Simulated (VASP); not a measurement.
VASP input:

File POSCAR:
```
CaS
1
    0.0000000000     3.1170969563     3.1170969563
    3.1170969563     0.0000000000     3.1170969563
    3.1170969563     3.1170969563     0.0000000000
Ca S
1 1
Direct
  0.0000000000   0.0000000000   0.0000000000
  0.2500000000   0.2500000000   0.2500000000
```

File KPOINTS:
```
Automatic
0
G
 7 7 7
```

INCAR:
```
SYSTEM = CaS
PREC = Accurate; ENCUT = 500; LREAL = F
LASPH = T
EDIFF = 1E-6; NELM = 100; ALGO = Normal
ISMEAR = 0; SIGMA = 0.05
GGA = PS
IBRION = 2; NSW = 40; ISIF = 3
EDIFFG = -0.02; PSTRESS = 50
LWAVE = F; LCHARG = F
```

POTCAR, in this order: Ca_sv S (PBE.64 set). Program: vasp_std.

Q: Write an equivalent input for Quantum ESPRESSO's pw.x.

A: One equivalent input (not run):
```
&CONTROL
  calculation = 'vc-relax'
  pseudo_dir = './pseudo'
  outdir = './out'
  tprnfor = .true.
  tstress = .true.
  nstep = 40
  forc_conv_thr = 0.00078
/
&SYSTEM
  ibrav = 0
  nat = 2
  ntyp = 2
  ecutwfc = 68
  occupations = 'smearing'
  smearing = 'gaussian'
  degauss = 0.003675
  input_dft = 'pbesol'
/
&ELECTRONS
  conv_thr = 7.3e-08
  electron_maxstep = 100
/
&IONS
/
&CELL
  press = 50
/
ATOMIC_SPECIES
  Ca 40.078 Ca.upf
  S 32.060 S.upf
CELL_PARAMETERS angstrom
     0.0000000    3.1170970    3.1170970
     3.1170970    0.0000000    3.1170970
     3.1170970    3.1170970    0.0000000
ATOMIC_POSITIONS crystal
  Ca   0.0000000  0.0000000  0.0000000
  S    0.2500000  0.2500000  0.2500000
K_POINTS automatic
  7 7 7 0 0 0
```
What does not carry over: the potentials are each code's own (VASP's PAW set, PseudoDojo norm-conserving files in pw.x), so ENCUT and ecutwfc are chosen apart and not converted; conv_thr bounds pw.x's estimated SCF error, while EDIFF bounds the energy change between steps; forc_conv_thr acts on force components and is met together with etot_conv_thr.

The structure was generated: CaS was put into the zinc blende type (F-43m), which need not be its known phase. This run relaxes it under an external pressure of 5 GPa. Symmetry was kept, so distortions that lower it aren't found.
